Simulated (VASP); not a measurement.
# ZrTaO4: relaxation of cell and atoms with PBE

ZrTaO4:

```
Zr Ta O
1.0
     3.25434    0.00000    0.00000
     0.00000    3.25434    0.00000
     0.00000    0.00000    5.51176
Zr Ta O
1 1 4
Direct
  0.00000 0.00000 0.00000
  0.50000 0.50000 0.50000
  0.00000 0.00000 0.60497
  0.50000 0.50000 0.10512
  0.50000 0.50000 0.89488
  0.00000 0.00000 0.39503
```

The cell was built by a generator and needn't be a form met in nature.

```
Program                : VASP 6.6.1
Task                   : relaxation of cell and atoms
Functional             : PBE
Potentials or basis    : VASP PAW PBE potentials, release 64 (Zr_sv, Ta_pv, O)
Cutoff                 : 520 eV
k mesh                 : 4 × 4 × 3
Occupations            : gaussian, width 0.15 eV
Spin                   : no spin polarisation
Further INCAR settings : PREC = Normal; ALGO = Fast; EDIFF = 0.0001; IBRION = 2; EDIFFG = -0.08; NSW = 24; ISIF = 3
```

```yaml
Relaxed_volume: 9.41 Å³/atom
Relaxed_cell: a = 2.914 Å, b = 2.914 Å, c = 6.647 Å, α = 90.00°, β = 90.00°, γ = 90.00°
Space_group_after_relaxing_to_0.05_Å: P4/mmm (No. 123)
Energy_gained_by_relaxing: 3279.2 meV/atom
Ionic_steps: 17
Pressure_after_relaxing: -0.8 GPa
Largest_force_after_relaxing: 0.070 eV/Å
Band_gap_on_the_k_mesh: none (metal or under the smearing width)
```

Forces in eV/Å, atoms in the order of the input:
```
Zr   0.000  0.000  0.000
Ta   0.000  0.000  0.000
O    0.000  0.000  0.055
O    0.000  0.000 -0.070
O    0.000  0.000  0.070
O    0.000  0.000 -0.055
```

Stress tensor (GPa, compression positive):
```
-1.21  0.00  0.00
 0.00 -1.21  0.00
 0.00  0.00 -0.02
```

The path:
| step | energy change (eV) | largest force (eV/Å) | pressure (GPa) | volume (Å³) |
| --- | --- | --- | --- | --- |
| 1 | 0.0000 | 19.1211 | 66.76 | 58.37 |
| 2 | 115.7132 | 18.5969 | 49.28 | 97.84 |
| 3 | -8.2474 | 3.3320 | -4.57 | 90.45 |
| 4 | -10.2873 | 3.5651 | -7.94 | 85.05 |
| 5 | -15.6981 | 3.6262 | -10.11 | 71.06 |
| 6 | -15.2944 | 3.4756 | 5.42 | 64.56 |
| 7 | -16.1778 | 2.6363 | -7.22 | 68.85 |
| 8 | -16.2407 | 1.6741 | -5.01 | 67.70 |
| 9 | -16.2400 | 1.9046 | -5.45 | 67.94 |
| 10 | -17.8467 | 3.0833 | -32.62 | 65.67 |
| 11 | -17.9021 | 2.7364 | -30.27 | 66.27 |
| 12 | -19.3026 | 2.6353 | -2.64 | 56.33 |
| 13 | -19.3035 | 2.6367 | -3.26 | 56.45 |
| 14 | -19.6328 | 1.0560 | 4.50 | 55.60 |
| 15 | -19.6446 | 0.7246 | 3.13 | 55.73 |
| 16 | -19.6748 | 0.1465 | -0.55 | 56.37 |
| 17 | -19.6753 | 0.0697 | -0.81 | 56.45 |

Final structure:
```
CELL_PARAMETERS angstrom
2.91413 0.00000 0.00000
0.00000 2.91413 0.00000
0.00000 0.00000 6.64745
ATOMIC_POSITIONS crystal
Zr 0.00000 0.00000 0.00000
Ta 0.50000 0.50000 0.50000
O 0.00000 0.00000 0.65597
O 0.50000 0.50000 0.16398
O 0.50000 0.50000 0.83602
O 0.00000 0.00000 0.34403
```

Levels at points of the mesh, in eV from the Fermi level:
| k point | band 20 | band 21 | band 22 | band 23 | band 24 | band 25 | band 26 | band 27 |
| --- | --- | --- | --- | --- | --- | --- | --- | --- |
| (0.00, 0.00, 0.00) | -2.65 | -2.65 | -2.51 | -2.51 | -2.38 | -1.58 | 0.78 | 2.32 |
| (0.50, 0.00, 0.00) | -3.51 | -3.08 | -2.26 | -2.08 | 0.73 | 1.55 | 1.64 | 1.89 |
| (0.50, 0.50, 0.00) | -3.41 | -3.41 | -2.18 | -2.04 | 3.10 | 3.14 | 3.83 | 3.83 |

It took 4.1 min on 1 thread of Intel(R) Xeon(R) Platinum 8259CL CPU @ 2.50GHz (Skylake/Cascade Lake) (shared host), peak memory 0.15 GiB.

Caveat: the k mesh is coarse (spacing up to 0.48 Å⁻¹), so the values aren't converged; the standard files for N, O and F lose accuracy on very short bonds; an odd number of electrons without spin polarisation forces a metal; a magnetic or distorted state may lie lower; the relaxation stopped at a loose force limit of 0.08 eV/Å, so its end isn't a converged minimum. The run has no spin-orbit coupling, so splittings on Ta are missing.
